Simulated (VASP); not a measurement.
# Dielectric function of MoS2, part 3 of 3

Wanted: where MoS2 absorbs light, and how strongly it screens. The cell has space group R3m. The start is a cell from a database of measured crystal structures.

VASP 6.6.1, plane waves and PAW; the level of theory is named at each step.

Still holding for the runs below: This run has no spin polarisation, although Mo can carry a moment.

So far. Step 2 (Ground state): The cell has a gap of 1.03 eV on this mesh and a pressure of +4.9 GPa, which holds the misfit of the given cell and coordinates with this functional, and any error of cutoff, mesh and data sets. Spin-orbit coupling is left out, which can shift or reorder these edges. Forces of up to 0.51 eV/Å remain in these settings. Step 4 (Static response with local fields): The mean electronic (clamped-ion) dielectric constant is 12.2.

## Step 5: Spectrum at r2SCAN

This step: r2SCAN, no spin polarisation; plane waves and PAW (Mo_sv, S) (VASP 6.6.1).

The spectrum is made again with r2SCAN.

The input, INCAR:

```
SYSTEM = MoS2
PREC = Accurate
ENCUT = 400
EDIFF = 1E-07
NELM = 100
ISMEAR = 0
SIGMA = 0.05
LREAL = .FALSE.
ALGO = Normal
METAGGA = R2SCAN
LASPH = .TRUE.
NBANDS = 40
LWAVE = .FALSE.
LCHARG = .FALSE.
KPAR = 4
LOPTICS = .TRUE.
NEDOS = 2000
CSHIFT = 0.15
```

The input, POSCAR:

```
MoS2
1.0
    1.5800000000      0.9122134253      6.1500000000
   -1.5800000000      0.9122134253      6.1500000000
    0.0000000000     -1.8244268506      6.1500000000
Mo S
1 2
Direct
    0.0000000000      0.0000000000      0.0000000000
    0.4170000000      0.4170000000      0.4170000000
    0.2500000000      0.2500000000      0.2500000000
```

The input, KPOINTS:

```
Automatic mesh
0
Gamma
12 12 12
0 0 0
```

Potentials, in the order of the species: Mo_sv and S (PBE family, release 64).

Started as:

```
$ mpirun -np 4 vasp_std
```

The program printed:

```text
[banner, memory and clock lines left out]
running    4 mpi-ranks, on    1 nodes
 distrk:  each k-point on    1 cores,    4 groups
 distr:  one band on    1 cores,    1 groups

 POSCAR found type information on POSCAR MoS
 POSCAR found :  2 types and       3 ions
|                                                                             |
|               ----> ADVICE to this user running VASP <----                  |
|                                                                             |
|     You enforced a specific xc type in the INCAR file but a different       |
|     [... a line on the potential file left out ...]
|     I HOPE YOU KNOW WHAT YOU ARE DOING!                                     |
|                                                                             |

 LDA part: xc-table for (None), standard interpolation
 POSCAR, INCAR and KPOINTS ok, starting setup
 FFT: planning ... GRIDC
 FFT: planning ... GRID_SOFT
 FFT: planning ... GRID
 WAVECAR not read
 entering main loop
       N       E                     dE             d eps       ncg     rms          rms(c)
DAV:   1     0.137439118510E+03    0.13744E+03   -0.10321E+04 15224   0.516E+02
DAV:   2    -0.494338759572E+02   -0.18687E+03   -0.17880E+03 17984   0.184E+02
DAV:   3    -0.546007594663E+02   -0.51669E+01   -0.51257E+01 18512   0.296E+01
DAV:   4    -0.546264974387E+02   -0.25738E-01   -0.25736E-01 17384   0.230E+00
DAV:   5    -0.546266913911E+02   -0.19395E-03   -0.19395E-03 18512   0.194E-01    0.282E+01
DAV:   6    -0.451761076556E+02    0.94506E+01   -0.66853E+00 16368   0.126E+01    0.921E+00
DAV:   7    -0.450452250466E+02    0.13088E+00   -0.15201E+00 16600   0.429E+00    0.570E+00
DAV:   8    -0.450131227551E+02    0.32102E-01   -0.36048E-01 17832   0.211E+00    0.210E+00
DAV:   9    -0.450102538034E+02    0.28690E-02   -0.50468E-02 17152   0.809E-01    0.300E-01
DAV:  10    -0.450102037077E+02    0.50096E-04   -0.13372E-03 17848   0.191E-01    0.865E-02
DAV:  11    -0.450102638053E+02   -0.60098E-04   -0.19546E-04 17768   0.603E-02    0.623E-02
DAV:  12    -0.450102748882E+02   -0.11083E-04   -0.20769E-05 18032   0.236E-02    0.289E-02
DAV:  13    -0.450102800315E+02   -0.51433E-05   -0.61076E-06 17680   0.118E-02    0.118E-02
DAV:  14    -0.450102802490E+02   -0.21747E-06   -0.21240E-07 18880   0.212E-03    0.259E-03
DAV:  15    -0.450102802722E+02   -0.23236E-07   -0.23789E-08 11584   0.761E-04
   1 F= -.45010280E+02 E0= -.45010280E+02  d E =-.234627E-12
 optical routines
 imaginary and real dielectric function
 direction            1
 direction            2
 direction            3
```

Wall time 7 min (4 MPI ranks of Intel Xeon 6975P-C (Granite Rapids), shared host); peak memory 2.3 GiB; 28 min of CPU time.

From OUTCAR (step 5):

```text
   NELECT =      26.0000    total number of electrons

 E-fermi :   7.7715

 k-point     1 :       0.0000    0.0000    0.0000
  band No.  band energies     occupation
    ...
      9       3.8964      2.00000
     10       5.0638      2.00000
     11       5.0638      2.00000
     12       6.1675      2.00000
     13       6.3573      2.00000
     14       9.7199      0.00000
     15       9.7199      0.00000
     16      10.1332      0.00000
     17      10.1332      0.00000
     18      13.6034      0.00000
    ...

  Total        1.2300464      1.2300464      1.5026378      0.0000000      0.0000000      0.0000000
  in kB       37.0554572     37.0554572     45.2673419      0.0000000      0.0000000      0.0000000
  external PRESSURE =      39.7927521 kB  Pullay stress =       0.0000000 kB

 POSITION                                       TOTAL-FORCE (eV/Angst)
 -----------------------------------------------------------------------------------
      0.00000      0.00000      0.00000         0.000000      0.000000      0.087343
      0.00000      0.00000      7.69365         0.000000      0.000000      0.279432
      0.00000      0.00000      4.61250         0.000000     -0.000000     -0.366775
 -----------------------------------------------------------------------------------
    total drift:                               -0.000000     -0.000000     -0.000027

  FREE ENERGIE OF THE ION-ELECTRON SYSTEM (eV)
  ---------------------------------------------------
  free  energy   TOTEN  =       -45.0102802722 eV

  energy  without entropy=      -45.0102802722  energy(sigma->0) =      -45.01028027

[... 9 parts as in an earlier step ...]

[... 8 further parts left out ...]
```

The PAW data sets were made with PBE, which is usual practice but a small mismatch for other functionals.

Numbers from this step:

* free energy (TOTEN): -45.01 eV
* Fermi energy: 7.771 eV
* pressure: 3.979 GPa
* gap on the k-mesh: 1.007 eV
* least direct gap on the k-mesh: 1.825 eV

The imaginary dielectric function has structure finer than the step of the table below, so its rows give means over 1 eV, whole bins alone (the curve runs from 0 to 25.0 eV). Peaks (eV: height): xx 3.1: 25.7, 10.8: 5.26; zz 5.9: 16.6, 10.5: 7.55.

Absorption under the direct gap is the tail of the CSHIFT broadening, and fine structure depends on the mesh. Table of imaginary dielectric function by photon energy; means over each step:

| photon energy (eV) | xx | zz |
| --- | --- | --- |
| 1 | 0.594 | 0.0999 |
| 2 | 6.47 | 0.497 |
| 3 | 20.4 | 3.40 |
| 4 | 13.3 | 4.90 |
| 5 | 12.4 | 10.5 |
| 6 | 8.56 | 15.5 |
| 7 | 6.20 | 7.00 |
| 8 | 3.88 | 4.81 |
| 9 | 2.10 | 6.37 |
| 10 | 3.01 | 7.02 |
| 11 | 4.81 | 6.00 |
| 12 | 4.50 | 4.04 |
| 13 | 3.60 | 3.73 |
| 14 | 2.70 | 2.60 |
| 15 | 2.27 | 2.02 |
| 16 | 1.75 | 1.33 |
| 17 | 1.21 | 1.01 |
| 18 | 0.920 | 0.743 |
| 19 | 0.649 | 0.523 |
| 20 | 0.463 | 0.404 |
| 21 | 0.361 | 0.362 |
| 22 | 0.273 | 0.270 |
| 23 | 0.236 | 0.236 |
| 24 | 0.219 | 0.181 |

Real dielectric function against photon energy:

| photon energy (eV) | xx | zz |
| --- | --- | --- |
| 0 | 14.8 | 8.83 |
| 1 | 16.2 | 9.13 |
| 2 | 21.2 | 10.4 |
| 3 | 13.1 | 11.1 |
| 4 | 4.51 | 11.6 |
| 5 | -0.654 | 14.6 |
| 6 | -1.81 | 2.44 |
| 7 | -2.45 | -2.14 |
| 8 | -1.39 | 1.25 |
| 9 | -0.398 | 1.88 |
| 10 | 1.88 | 0.683 |
| 11 | 0.445 | -2.69 |
| 12 | -0.642 | -2.09 |
| 13 | -1.37 | -2.26 |
| 14 | -1.37 | -1.78 |
| 15 | -1.31 | -2.13 |
| 16 | -1.39 | -1.55 |
| 17 | -1.26 | -1.26 |
| 18 | -0.945 | -1.01 |
| 19 | -0.769 | -0.796 |
| 20 | -0.560 | -0.509 |
| 21 | -0.366 | -0.348 |
| 22 | -0.186 | -0.196 |
| 23 | -0.0445 | -0.0543 |
| 24 | 0.0805 | 0.0428 |

## Step 6: Spectrum at LDA

This step: LDA, no spin polarisation; plane waves and PAW (Mo_sv, S) (VASP 6.6.1).

The spectrum is made again with LDA.

INCAR: that of step 5 with these lines changed.

```diff
@@ -9,4 +9,3 @@
 ALGO = Normal
-METAGGA = R2SCAN
-LASPH = .TRUE.
+GGA = CA
 NBANDS = 40
```

POSCAR is that of step 5.

KPOINTS is that of step 5.

Started as:

```
$ mpirun -np 4 vasp_std
```

The program printed:

```text
[banner, memory and clock lines left out]
running    4 mpi-ranks, on    1 nodes
 distrk:  each k-point on    1 cores,    4 groups
 distr:  one band on    1 cores,    1 groups

 POSCAR found type information on POSCAR MoS
 POSCAR found :  2 types and       3 ions
 [... a notice as in an earlier step ...]

 LDA part: xc-table for (Slater(with rela. corr.)+CA(PZ))
 , standard interpolation
 POSCAR, INCAR and KPOINTS ok, starting setup
 FFT: planning ... GRIDC
 FFT: planning ... GRID_SOFT
 FFT: planning ... GRID
 WAVECAR not read
 entering main loop
       N       E                     dE             d eps       ncg     rms          rms(c)
DAV:   1     0.160462166215E+03    0.16046E+03   -0.10086E+04 15224   0.504E+02
DAV:   2    -0.209904680165E+02   -0.18145E+03   -0.17359E+03 18024   0.179E+02
DAV:   3    -0.260545860804E+02   -0.50641E+01   -0.50229E+01 18464   0.289E+01
DAV:   4    -0.260807721552E+02   -0.26186E-01   -0.26184E-01 17416   0.227E+00
DAV:   5    -0.260809711196E+02   -0.19896E-03   -0.19896E-03 18520   0.193E-01    0.263E+01
DAV:   6    -0.249288315340E+02    0.11521E+01   -0.63285E+00 17184   0.979E+00    0.874E+00
DAV:   7    -0.246731813109E+02    0.25565E+00   -0.27342E+00 16008   0.540E+00    0.651E+00
DAV:   8    -0.245409216303E+02    0.13226E+00   -0.46951E-01 17056   0.244E+00    0.109E+00
DAV:   9    -0.245373098461E+02    0.36118E-02   -0.17955E-02 17656   0.515E-01    0.286E-01
DAV:  10    -0.245372076721E+02    0.10217E-03   -0.35364E-04 17408   0.827E-02    0.158E-01
DAV:  11    -0.245372144815E+02   -0.68094E-05   -0.13792E-04 18680   0.382E-02    0.419E-02
DAV:  12    -0.245372112714E+02    0.32101E-05   -0.14151E-05 17568   0.141E-02    0.154E-02
DAV:  13    -0.245372108669E+02    0.40443E-06   -0.16586E-06 17856   0.475E-03    0.831E-03
DAV:  14    -0.245372109021E+02   -0.35169E-07   -0.59258E-08 14952   0.105E-03
   1 F= -.24537211E+02 E0= -.24537211E+02  d E =-.760866E-12
 optical routines
 imaginary and real dielectric function
 recalculating local potential from charge density
 direction            1
 direction            2
 direction            3
```

It took 2 min on 4 MPI ranks; peak memory 2.2 GiB.

Parts of OUTCAR (step 6):

```text
   NELECT =      26.0000    total number of electrons

 E-fermi :   7.6631

 k-point     1 :       0.0000    0.0000    0.0000
  band No.  band energies     occupation
    ...
      9       3.9565      2.00000
     10       5.0998      2.00000
     11       5.0998      2.00000
     12       6.1865      2.00000
     13       6.2402      2.00000
     14       9.4652      0.00000
     15       9.4652      0.00000
     16       9.9009      0.00000
     17       9.9009      0.00000
     18      12.8432      0.00000
    ...

  Total       -0.9810560     -0.9810560     -0.1231216      0.0000000      0.0000000     -0.0000000
  in kB      -29.5545593    -29.5545593     -3.7090696      0.0000000      0.0000000     -0.0000000
  external PRESSURE =     -20.9393961 kB  Pullay stress =       0.0000000 kB

 POSITION                                       TOTAL-FORCE (eV/Angst)
 -----------------------------------------------------------------------------------
      0.00000      0.00000      0.00000         0.000000      0.000000      0.083766
      0.00000      0.00000      7.69365         0.000000     -0.000000      0.064381
      0.00000      0.00000      4.61250         0.000000      0.000000     -0.148147
 -----------------------------------------------------------------------------------
    total drift:                                0.000000     -0.000000      0.000078

  FREE ENERGIE OF THE ION-ELECTRON SYSTEM (eV)
  ---------------------------------------------------
  free  energy   TOTEN  =       -24.5372109021 eV

  energy  without entropy=      -24.5372109021  energy(sigma->0) =      -24.53721090

 plasma frequency squared (from intraband transitions) (eV^2)
  --------------------------------------------------------------------------------------
       0.000       0.000       0.000
      -0.000       0.000      -0.000
       0.000      -0.000       0.000

[... 8 parts as in an earlier step ...]

[... 8 further parts left out ...]
```

The PAW data sets were made with PBE, though LDA sets exist; this is a small mismatch.

This step gave:

- free energy (TOTEN): -24.54 eV
- Fermi energy: 7.663 eV
- pressure: -2.094 GPa
- gap on the k-mesh: 0.8761 eV
- least direct gap on the k-mesh: 1.717 eV

Absorption under the direct gap is the tail of the CSHIFT broadening, and fine structure depends on the mesh. Table of imaginary dielectric function by photon energy; read off at these points:

| photon energy (eV) | xx | zz |
| --- | --- | --- |
| 0.00 | 0 | 0 |
| 0.50 | 0.243 | 0.0612 |
| 1.00 | 0.648 | 0.141 |
| 1.50 | 2.35 | 0.285 |
| 2.00 | 7.30 | 0.809 |
| 2.50 | 19.6 | 4.39 |
| 2.88 | 27.3 | 4.59 |
| 3.00 | 25.1 | 4.52 |
| 3.50 | 15.8 | 5.14 |
| 4.00 | 14.0 | 6.53 |
| 4.50 | 15.5 | 8.01 |
| 5.00 | 12.8 | 16.8 |
| 5.21 | 10.8 | 17.8 |
| 5.50 | 9.26 | 17.2 |
| 6.00 | 8.21 | 14.1 |
| 6.50 | 7.10 | 7.24 |
| 7.00 | 5.44 | 6.10 |
| 7.50 | 4.02 | 5.00 |
| 8.00 | 3.25 | 6.04 |
| 8.50 | 2.27 | 7.57 |
| 9.00 | 3.02 | 7.57 |
| 9.50 | 3.58 | 7.81 |
| 10.00 | 5.36 | 7.46 |
| 10.50 | 4.88 | 5.25 |
| 11.00 | 4.66 | 4.33 |
| 11.50 | 4.29 | 3.60 |
| 12.00 | 3.94 | 4.20 |
| 12.50 | 3.28 | 3.35 |
| 13.00 | 2.88 | 2.55 |
| 13.50 | 2.65 | 2.66 |
| 14.00 | 2.27 | 2.37 |
| 14.50 | 2.23 | 1.73 |
| 15.00 | 1.92 | 1.40 |
| 15.50 | 1.57 | 1.33 |
| 16.00 | 1.26 | 1.03 |
| 16.50 | 1.07 | 0.942 |
| 17.00 | 0.932 | 0.808 |
| 17.50 | 0.818 | 0.651 |
| 18.00 | 0.659 | 0.551 |
| 18.50 | 0.586 | 0.454 |
| 19.00 | 0.492 | 0.419 |
| 19.50 | 0.430 | 0.425 |
| 20.00 | 0.376 | 0.367 |
| 20.50 | 0.324 | 0.344 |
| 21.00 | 0.288 | 0.286 |
| 21.50 | 0.269 | 0.254 |
| 22.00 | 0.240 | 0.249 |
| 22.50 | 0.229 | 0.210 |
| 23.00 | 0.226 | 0.186 |
| 23.50 | 0.217 | 0.176 |
| 24.00 | 0.182 | 0.169 |
| 24.50 | 0.193 | 0.161 |

Table of real dielectric function by photon energy:

| photon energy (eV) | xx | zz |
| --- | --- | --- |
| 0.0 | 16.2 | 9.85 |
| 0.5 | 16.6 | 9.95 |
| 1.0 | 18.0 | 10.3 |
| 1.5 | 21.5 | 10.9 |
| 2.0 | 25.3 | 12.4 |
| 2.5 | 24.2 | 12.7 |
| 3.0 | 6.55 | 11.3 |
| 3.5 | 2.70 | 11.5 |
| 4.0 | 2.68 | 12.4 |
| 4.5 | 0.204 | 14.0 |
| 5.0 | -1.60 | 12.0 |
| 5.5 | -1.93 | 4.52 |
| 6.0 | -2.29 | -2.77 |
| 6.5 | -2.29 | -3.04 |
| 7.0 | -2.94 | -0.247 |
| 7.5 | -1.87 | 1.18 |
| 8.0 | -1.94 | 1.96 |
| 8.5 | -0.219 | 1.73 |
| 9.0 | 0.971 | 0.641 |
| 9.5 | 1.34 | -0.564 |
| 10.0 | 0.676 | -1.97 |
| 10.5 | 0.121 | -3.12 |
| 11.0 | -0.716 | -2.11 |
| 11.5 | -1.22 | -1.93 |
| 12.0 | -1.35 | -2.09 |
| 12.5 | -1.69 | -2.42 |
| 13.0 | -1.59 | -2.22 |
| 13.5 | -1.42 | -1.76 |
| 14.0 | -1.46 | -2.34 |
| 14.5 | -1.42 | -1.99 |
| 15.0 | -1.49 | -1.75 |
| 15.5 | -1.47 | -1.52 |
| 16.0 | -1.38 | -1.42 |
| 16.5 | -1.19 | -1.29 |
| 17.0 | -1.03 | -1.18 |
| 17.5 | -1.01 | -0.999 |
| 18.0 | -0.849 | -0.868 |
| 18.5 | -0.730 | -0.697 |
| 19.0 | -0.619 | -0.579 |
| 19.5 | -0.491 | -0.448 |
| 20.0 | -0.402 | -0.401 |
| 20.5 | -0.311 | -0.330 |
| 21.0 | -0.220 | -0.250 |
| 21.5 | -0.129 | -0.161 |
| 22.0 | -0.0708 | -0.104 |
| 22.5 | 0.00819 | -0.0451 |
| 23.0 | 0.0573 | 0.0145 |
| 23.5 | 0.102 | 0.0893 |
| 24.0 | 0.141 | 0.128 |
| 24.5 | 0.212 | 0.182 |

## Step 7: What came out

- PBE, independent particles: eps xx at zero frequency 16.0, centre of weight of eps2 xx, over the range kept, at 6.57 eV, mesh 12×12×12
- r2SCAN, independent particles: eps xx at zero frequency 14.8, centre of weight of eps2 xx, over the range kept, at 6.98 eV, mesh 12×12×12
- LDA, independent particles: eps xx at zero frequency 16.2, centre of weight of eps2 xx, over the range kept, at 6.51 eV, mesh 12×12×12
- PBE, with local fields: eps 15.2, 15.2, 6.29

In words: Local fields, and the bands above those summed, take the mean static value from 13.8 to 12.2. Excitons and quasiparticle shifts are absent, so the onset can't be set against measurement and its shape can differ. Spin-orbit coupling is left out; with Mo in the cell it can split or shift band edges, by an amount that depends on which atoms form them and isn't tested here. The given cell is kept, although it stands at +4.9 GPa at PBE and ENCUT = 400 eV, which holds the mismatch of the given cell with this functional and any basis-set error. The atoms weren't relaxed and carry forces of up to 0.51 eV/Å at PBE in the first static run, so the numbers belong to the given coordinates, and a relaxation would change them.

[Lines on the potential files, build, host, timing and source positions are cut from VASP's logs without a mark.]

[Logs are printed without paths, hosts, clocks, repeated set-up lines and the standing remarks that a program may print on its own settings, such as how far it seeks lower states.]

[Hosts, paths, dates, database ids (printed as entryN), source tags and the programs' standing remarks are cut or masked in the printed files.]
